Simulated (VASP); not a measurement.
Calculation: r2SCAN meta-GGA, VASP's PBE PAW potentials (set 64) (plane waves; VASP).

VASP input:

### POSCAR
```
HfO2
1
    4.8090133180     0.0000000000     0.0000000000
   -0.0000000000     4.8090133180     0.0000000000
    0.0000000000     0.0000000000     3.1994160412
Hf O
2 4
Direct
  0.0000000000   0.0000000000   0.0000000000
  0.5000000000   0.5000000000   0.5000000000
  0.1948821236   0.8051178764   0.5000000000
  0.8051178764   0.1948821236   0.5000000000
  0.6948821236   0.6948821236   0.0000000000
  0.3051178764   0.3051178764   0.0000000000
```

**INCAR**
```
ISIF = 3   ! ions, shape and volume
LMAXMIX = 6
EDIFFG = -0.02   ! ionic stop
LMIXTAU = T
ISMEAR = 0   ! Gaussian
PREC = Accurate
EDIFF = 1E-6   ! SCF stop (eV)
NSW = 60
LASPH = T   ! aspherical one-centre terms
ENCUT = 520
SIGMA = 0.05   ! width (eV)
ALGO = Normal   ! blocked Davidson
METAGGA = R2SCAN
SYSTEM = HfO2
IBRION = 2   ! conjugate gradients
LREAL = F
LCHARG = F
NELM = 100
LWAVE = F
```

**KPOINTS**
```
Automatic mesh
0
Gamma
 4 4 6
0 0 0
```

POTCAR, in this order: Hf_pv O (PBE.64 set). Program: vasp_std.

Output of the run:

File OSZICAR:
```
       N       E                     dE             d eps       ncg     rms          rms(c)
DAV:   1     0.202974315733E+03    0.20297E+03   -0.26071E+04  1248   0.171E+03
DAV:   2    -0.146384131687E+03   -0.34936E+03   -0.34433E+03  1654   0.419E+02
DAV:   3    -0.160989448672E+03   -0.14605E+02   -0.14580E+02  1424   0.835E+01
DAV:   4    -0.161165289628E+03   -0.17584E+00   -0.17572E+00  1696   0.984E+00
DAV:   5    -0.161167539299E+03   -0.22497E-02   -0.22488E-02  1568   0.990E-01    0.896E+01
DAV:   6    -0.139446484506E+03    0.21721E+02   -0.41018E+01  1428   0.376E+01    0.707E+01
DAV:   7    -0.137877701965E+03    0.15688E+01   -0.40133E+00  1514   0.156E+01    0.256E+01
DAV:   8    -0.142351920924E+03   -0.44742E+01   -0.29389E+00  1352   0.144E+01    0.790E+00
DAV:   9    -0.135532989358E+03    0.68189E+01   -0.27076E+00  1304   0.113E+01    0.749E+00
DAV:  10    -0.137280802913E+03   -0.17478E+01   -0.13401E+00  1390   0.879E+00    0.289E+00
DAV:  11    -0.137275550133E+03    0.52528E-02   -0.14896E-02  1636   0.107E+00    0.129E+00
DAV:  12    -0.137301681893E+03   -0.26132E-01   -0.22271E-03  1602   0.372E-01    0.799E-01
DAV:  13    -0.137375263806E+03   -0.73582E-01   -0.17888E-02  1316   0.125E+00    0.567E-01
DAV:  14    -0.137378450912E+03   -0.31871E-02   -0.34288E-03  1382   0.638E-01    0.363E-01
DAV:  15    -0.137382028005E+03   -0.35771E-02   -0.79729E-04  1352   0.294E-01    0.149E-01
DAV:  16    -0.137382832437E+03   -0.80443E-03   -0.18811E-04  1492   0.124E-01    0.696E-02
DAV:  17    -0.137382910942E+03   -0.78505E-04   -0.71735E-05  1360   0.929E-02    0.589E-02
DAV:  18    -0.137383048854E+03   -0.13791E-03   -0.57707E-05  1334   0.778E-02    0.699E-02
DAV:  19    -0.137383054348E+03   -0.54942E-05   -0.24849E-06  1358   0.138E-02    0.409E-02
DAV:  20    -0.137383066849E+03   -0.12500E-04   -0.21687E-06  1064   0.132E-02    0.253E-02
DAV:  21    -0.137383073391E+03   -0.65419E-05   -0.36638E-06  1124   0.192E-02    0.110E-02
DAV:  22    -0.137383073484E+03   -0.93361E-07   -0.32164E-07   724   0.528E-03
   1 F= -.13738307E+03 E0= -.13738307E+03  d E =-.137383E+03
       N       E                     dE             d eps       ncg     rms          rms(c)
DAV:   1    -0.137423220222E+03   -0.40147E-01   -0.12372E+00  1248   0.883E+00    0.488E+00
DAV:   2    -0.137385966924E+03    0.37253E-01   -0.20095E-01  1302   0.283E+00    0.108E+00
DAV:   3    -0.137380181193E+03    0.57857E-02   -0.52124E-03  1278   0.591E-01    0.582E-01
DAV:   4    -0.137378320005E+03    0.18612E-02   -0.53739E-03  1358   0.621E-01    0.416E-01
DAV:   5    -0.137368764795E+03    0.95552E-02   -0.71647E-03  1262   0.878E-01    0.298E-01
DAV:   6    -0.137369131687E+03   -0.36689E-03   -0.19034E-04  1636   0.109E-01    0.205E-01
DAV:   7    -0.137378819323E+03   -0.96876E-02   -0.24487E-03  1266   0.504E-01    0.217E-01
DAV:   8    -0.137379134926E+03   -0.31560E-03   -0.25719E-04  1490   0.144E-01    0.220E-01
DAV:   9    -0.137379198527E+03   -0.63601E-04   -0.80097E-05  1328   0.726E-02    0.253E-01
DAV:  10    -0.137379218292E+03   -0.19765E-04   -0.13458E-05  1348   0.369E-02    0.248E-01
DAV:  11    -0.137379220524E+03   -0.22324E-05   -0.14750E-06  1010   0.123E-02    0.247E-01
DAV:  12    -0.137379219805E+03    0.71948E-06   -0.28577E-07   714   0.526E-03
   2 F= -.13737922E+03 E0= -.13737922E+03  d E =0.385368E-02
       N       E                     dE             d eps       ncg     rms          rms(c)
DAV:   1    -0.137403807110E+03   -0.24587E-01   -0.55209E-01  1248   0.592E+00    0.303E+00
DAV:   2    -0.137387541594E+03    0.16266E-01   -0.84170E-02  1292   0.185E+00    0.687E-01
DAV:   3    -0.137385070925E+03    0.24707E-02   -0.22515E-03  1276   0.390E-01    0.353E-01
DAV:   4    -0.137384224021E+03    0.84690E-03   -0.23189E-03  1354   0.401E-01    0.272E-01
DAV:   5    -0.137382672540E+03    0.15515E-02   -0.25632E-03  1260   0.508E-01    0.191E-01
DAV:   6    -0.137382788949E+03   -0.11641E-03   -0.68000E-05  1628   0.640E-02    0.113E-01
DAV:   7    -0.137384576242E+03   -0.17873E-02   -0.10319E-03  1264   0.308E-01    0.847E-02
DAV:   8    -0.137384583777E+03   -0.75356E-05   -0.54326E-05  1534   0.627E-02    0.887E-02
DAV:   9    -0.137384592325E+03   -0.85475E-05   -0.12563E-05  1304   0.288E-02    0.775E-02
DAV:  10    -0.137384599151E+03   -0.68268E-05   -0.46900E-06  1316   0.218E-02    0.619E-02
DAV:  11    -0.137384599815E+03   -0.66369E-06   -0.54086E-07   744   0.689E-03
   3 F= -.13738460E+03 E0= -.13738460E+03  d E =-.152633E-02
```

OUTCAR:
```
------------------------ aborting loop because EDIFF is reached ----------------------------------------
  FORCE on cell =-STRESS in cart. coord.  units (eV):
  Direction    XX          YY          ZZ          XY          YZ          ZX
  --------------------------------------------------------------------------------------
  Total        0.0323260      0.0323260      0.0211903     -0.0000000      0.0000000      0.0000000
  in kB        0.6966153      0.6966153      0.4566452     -0.0000000      0.0000000      0.0000000
  external PRESSURE =       0.6166252 kB  Pullay stress =       0.0000000 kB
  volume of cell :       74.35
      direct lattice vectors                 reciprocal lattice vectors
     4.815656068 -0.000000000  0.000000000     0.207656026  0.000000000  0.000000000
     0.000000000  4.815656068  0.000000000     0.000000000  0.207656026  0.000000000
     0.000000000  0.000000000  3.205961198     0.000000000  0.000000000  0.311918934
 POSITION                                       TOTAL-FORCE (eV/Angst)
 -----------------------------------------------------------------------------------
      0.00000      0.00000      0.00000        -0.000000      0.000000     -0.000000
      2.40783      2.40783      1.60298        -0.000000      0.000000     -0.000000
      0.93871      3.87694      1.60298        -0.005920      0.005920     -0.000000
      3.87694      0.93871      1.60298         0.005920     -0.005920     -0.000000
      3.34654      3.34654      0.00000        -0.005920     -0.005920     -0.000000
      1.46912      1.46912      0.00000         0.005920      0.005920      0.000000
 -----------------------------------------------------------------------------------
    total drift:                                0.000000      0.000000     -0.000000
  FREE ENERGIE OF THE ION-ELECTRON SYSTEM (eV)
  ---------------------------------------------------
  free  energy   TOTEN  =      -137.3845998151 eV

  energy  without entropy=     -137.3845998151  energy(sigma->0) =     -137.38459982

 reached required accuracy - stopping structural energy minimisation
```
(Selected blocks of OUTCAR.)

**CONTCAR**
```
HfO2
   1.00000000000000
     4.8156560682193286   -0.0000000000000000    0.0000000000000000
     0.0000000000000000    4.8156560682193286    0.0000000000000000
     0.0000000000000000    0.0000000000000000    3.2059611979061020
  Hf              O
     2     4
Direct
     0.0000000000000000    0.0000000000000000    0.0000000000000000
     0.5000000000000000    0.5000000000000000    0.5000000000000000
     0.1949291065565514    0.8050708934434486    0.5000000000000000
     0.8050708934434486    0.1949291065565514    0.5000000000000000
     0.6949291065565514    0.6949291065565514    0.0000000000000000
     0.3050708934434486    0.3050708934434486    0.0000000000000000
```

The structure comes from a computed database's HfO2 entry (P4_2/mnm); how it stands against other phases isn't given here. This run relaxes it. Symmetry was kept, so distortions that lower it aren't found. The start is the result of an earlier pass.
